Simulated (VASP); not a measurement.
Output of a VASP run:

OSZICAR:
```
...
   6 F= -.45884466E+02 E0= -.45884466E+02  d E =-.208141E-01
       N       E                     dE             d eps       ncg     rms          rms(c)
DAV:   1    -0.491568124680E+02   -0.28216E+00   -0.13728E+01  1256   0.248E+01    0.478E+00
DAV:   2    -0.489160526573E+02    0.24076E+00   -0.24512E+00  1382   0.987E+00    0.332E+00
DAV:   3    -0.488529634127E+02    0.63089E-01   -0.23913E-01  1360   0.276E+00    0.896E-01
DAV:   4    -0.488417569849E+02    0.11206E-01   -0.53862E-02  1471   0.121E+00    0.547E-01
DAV:   5    -0.488414448389E+02    0.31215E-03   -0.44914E-03  1522   0.459E-01    0.465E-01
DAV:   6    -0.488411536617E+02    0.29118E-03   -0.15948E-03  1521   0.206E-01    0.875E-02
DAV:   7    -0.488410887499E+02    0.64912E-04   -0.44979E-04  1484   0.100E-01    0.273E-02
DAV:   8    -0.488410865077E+02    0.22422E-05   -0.26535E-05  1647   0.292E-02    0.687E-03
DAV:   9    -0.488410864188E+02    0.88877E-07   -0.14295E-06  1053   0.744E-03
   7 F= -.45899155E+02 E0= -.45899155E+02  d E =-.355032E-01
       N       E                     dE             d eps       ncg     rms          rms(c)
DAV:   1    -0.489316696606E+02   -0.90583E-01   -0.18295E+00  1268   0.111E+01    0.336E+00
DAV:   2    -0.488838966789E+02    0.47773E-01   -0.27774E-01  1387   0.387E+00    0.641E-01
DAV:   3    -0.488742271175E+02    0.96696E-02   -0.66568E-02  1377   0.121E+00    0.562E-01
DAV:   4    -0.488720231513E+02    0.22040E-02   -0.11581E-02  1400   0.729E-01    0.162E-01
DAV:   5    -0.488720412239E+02   -0.18073E-04   -0.19533E-03  1646   0.257E-01    0.208E-01
DAV:   6    -0.488720186179E+02    0.22606E-04   -0.57163E-04  1411   0.118E-01    0.548E-02
DAV:   7    -0.488720177768E+02    0.84104E-06   -0.81601E-05  1416   0.636E-02    0.255E-02
DAV:   8    -0.488720177302E+02    0.46626E-07   -0.78989E-06  1269   0.140E-02
   8 F= -.45896788E+02 E0= -.45896788E+02  d E =0.236667E-02
       N       E                     dE             d eps       ncg     rms          rms(c)
DAV:   1    -0.488779689092E+02   -0.59511E-02   -0.70640E-01  1268   0.685E+00    0.217E+00
DAV:   2    -0.488593497536E+02    0.18619E-01   -0.10198E-01  1401   0.236E+00    0.388E-01
DAV:   3    -0.488557728578E+02    0.35769E-02   -0.22732E-02  1377   0.713E-01    0.322E-01
DAV:   4    -0.488549981921E+02    0.77467E-03   -0.41788E-03  1421   0.440E-01    0.117E-01
DAV:   5    -0.488550081077E+02   -0.99155E-05   -0.68292E-04  1625   0.155E-01    0.141E-01
DAV:   6    -0.488549934328E+02    0.14675E-04   -0.25374E-04  1410   0.772E-02    0.346E-02
DAV:   7    -0.488549931229E+02    0.30987E-06   -0.35293E-05  1389   0.417E-02    0.134E-02
DAV:   8    -0.488549930384E+02    0.84513E-07   -0.28553E-06  1179   0.869E-03
   9 F= -.45900531E+02 E0= -.45900531E+02  d E =-.137615E-02
       N       E                     dE             d eps       ncg     rms          rms(c)
DAV:   1    -0.488595316628E+02   -0.45385E-02   -0.76721E-02  1254   0.201E+00    0.254E-01
DAV:   2    -0.488580992332E+02    0.14324E-02   -0.54917E-03  1415   0.411E-01    0.145E-01
DAV:   3    -0.488578306791E+02    0.26855E-03   -0.11632E-03  1500   0.230E-01    0.111E-01
DAV:   4    -0.488577727235E+02    0.57956E-04   -0.10194E-04  1494   0.570E-02    0.708E-02
DAV:   5    -0.488577532230E+02    0.19501E-04   -0.61518E-05  1452   0.411E-02    0.115E-02
DAV:   6    -0.488577530282E+02    0.19480E-06   -0.33899E-06  1177   0.109E-02
  10 F= -.45900848E+02 E0= -.45900848E+02  d E =-.317213E-03
```

File OUTCAR:
```
------------------------ aborting loop because EDIFF is reached ----------------------------------------
  FORCE on cell =-STRESS in cart. coord.  units (eV):
  Direction    XX          YY          ZZ          XY          YZ          ZX
  --------------------------------------------------------------------------------------
  Total        2.9385368      2.9385360      3.0751485      0.0000000      0.0000000     -0.0000000
  in kB       49.6894022     49.6893887     51.9994483      0.0000000      0.0000000     -0.0000000
  external PRESSURE =       0.4594131 kB  Pullay stress =      50.0000000 kB
  volume of cell :       94.75
      direct lattice vectors                 reciprocal lattice vectors
     1.543286398 -2.673050090 -0.000000000     0.323983935 -0.187052237  0.000000000
     1.543286398  2.673050090  0.000000000     0.323983935  0.187052237  0.000000000
    -0.000000000 -0.000000000 11.484030032     0.000000000 -0.000000000  0.087077446
 POSITION                                       TOTAL-FORCE (eV/Angst)
 -----------------------------------------------------------------------------------
      1.54329      0.89102      2.87101         0.000000     -0.000000      0.000000
      1.54329     -0.89102      8.61302        -0.000000      0.000000      0.000000
      1.54329      0.89102     10.17121         0.000000     -0.000000      0.000484
      1.54329     -0.89102      4.42919         0.000000      0.000000      0.000484
      1.54329     -0.89102      1.31282         0.000000      0.000000     -0.000484
      1.54329      0.89102      7.05484         0.000000     -0.000000     -0.000484
 -----------------------------------------------------------------------------------
    total drift:                                0.000000      0.001515     -0.000028
  FREE ENERGIE OF THE ION-ELECTRON SYSTEM (eV)
  ---------------------------------------------------
  free  energy   TOTEN  =       -48.8577530282 eV

  energy  without entropy=      -48.8577530282  energy(sigma->0) =      -48.85775303
  enthalpy is  TOTEN    =       -45.9008480898 eV   P V=        2.9569049384

 reached required accuracy - stopping structural energy minimisation
```
(Selected blocks of OUTCAR.)

POSCAR:
```
MoS2
1
    1.5616699647    -2.7048914573     0.0000000000
    1.5616699647     2.7048914573     0.0000000000
    0.0000000000     0.0000000000    12.0269430508
Mo S
2 4
Direct
  0.3333330000   0.6666670000   0.2500000000
  0.6666670000   0.3333330000   0.7500000000
  0.3333330000   0.6666670000   0.8792826231
  0.6666670000   0.3333330000   0.3792826231
  0.6666670000   0.3333330000   0.1207173769
  0.3333330000   0.6666670000   0.6207173769
```

Problem. Write an INCAR and KPOINTS that could have produced this output.

Solution. One answer among several that fit: the input of the run itself, LDA (Ceperley-Alder, Perdew-Zunger), plane waves, VASP's LDA PAW potentials (set 64).

**KPOINTS**
```
Automatic mesh
0
Gamma
8 8 2
0 0 0
```

INCAR:
```
# general
SYSTEM =MoS2
PREC   =Accurate
ENCUT  =500
LREAL  =.FALSE.
LASPH  =.TRUE.

# electronic loop
EDIFF  =1E-6
NELM   =100
ALGO   =Normal
LMAXMIX=4

# smearing
ISMEAR =0
SIGMA  =0.05

# ions
IBRION =2
NSW    =40
ISIF   =3
EDIFFG =-0.02
PSTRESS=50

# output
LWAVE  =.FALSE.
LCHARG =.FALSE.
```

POTCAR, in this order: Mo_sv S (LDA.64 set). Program: vasp_std.

Energy and stress use the plane-wave basis of the starting cell.

The compound is MoS2 in the 2H layered structure. This run relaxes it under an external pressure of 5 GPa. Symmetry was kept, so distortions that lower it aren't found.
